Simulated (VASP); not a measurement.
An input for Quantum ESPRESSO's pw.x (written as the equivalent of a VASP run, and not itself run):

```
&CONTROL
  calculation = 'vc-relax'
  pseudo_dir = './pseudo'
  outdir = './out'
  tprnfor = .true.
  tstress = .true.
  nstep = 40
  forc_conv_thr = 0.00078
/
&SYSTEM
  ibrav = 0
  nat = 2
  ntyp = 2
  ecutwfc = 70
  occupations = 'smearing'
  smearing = 'gaussian'
  degauss = 0.003675
  input_dft = 'pbesol'
/
&ELECTRONS
  conv_thr = 7.3e-08
  electron_maxstep = 100
/
&IONS
/
&CELL
  press = 450
/
ATOMIC_SPECIES
  In 114.818 In.upf
  P 30.974 P.upf
CELL_PARAMETERS angstrom
     0.0000000    2.7007773    2.7007773
     2.7007773    0.0000000    2.7007773
     2.7007773    2.7007773    0.0000000
ATOMIC_POSITIONS crystal
  In   0.0000000  0.0000000  0.0000000
  P    0.2500000  0.2500000  0.2500000
K_POINTS automatic
  8 8 8 0 0 0
```

### Question
Write the VASP files for the same calculation (PBEsol).

### Answer
Several could match; the one computed here: 
**POSCAR**
```
InP
1
    0.0000000000     2.7007773231     2.7007773231
    2.7007773231     0.0000000000     2.7007773231
    2.7007773231     2.7007773231     0.0000000000
In P
1 1
Direct
  0.0000000000   0.0000000000   0.0000000000
  0.2500000000   0.2500000000   0.2500000000
```

**INCAR**
```
# general
SYSTEM  = InP
PREC    = Accurate
ENCUT   = 500   # plane-wave cut-off (eV)
LREAL   = .FALSE.   # projection in real space or not
LASPH   = .TRUE.   # aspherical one-centre terms

# electronic loop
EDIFF   = 1E-6
NELM    = 100   # most electronic steps
ALGO    = Normal   # blocked Davidson
LMAXMIX = 4   # l cut-off of mixed one-centre charges

# smearing
ISMEAR  = 0
SIGMA   = 0.05

# functional
GGA     = PS

# ions
IBRION  = 2   # conjugate gradients
NSW     = 40
ISIF    = 3   # ions, shape and volume
EDIFFG  = -0.02
PSTRESS = 450   # kbar

# output
LWAVE   = .FALSE.
LCHARG  = .FALSE.
```

### KPOINTS
```
Automatic
0
Gamma
 8 8 8
```

POTCAR, in this order: In_d P (PBE.64 set). Program: vasp_std.

Limits of the translation: the potentials are each code's own (VASP's PAW set, PseudoDojo norm-conserving files in pw.x), so ENCUT and ecutwfc are chosen apart and not converted; conv_thr bounds pw.x's estimated SCF error, while EDIFF bounds the energy change between steps; forc_conv_thr acts on force components and is met together with etot_conv_thr.

The structure was generated: InP was put into the zinc blende type (F-43m), which need not be its known phase. This run relaxes it under an external pressure of 45 GPa. Symmetry was kept, so distortions that lower it aren't found.
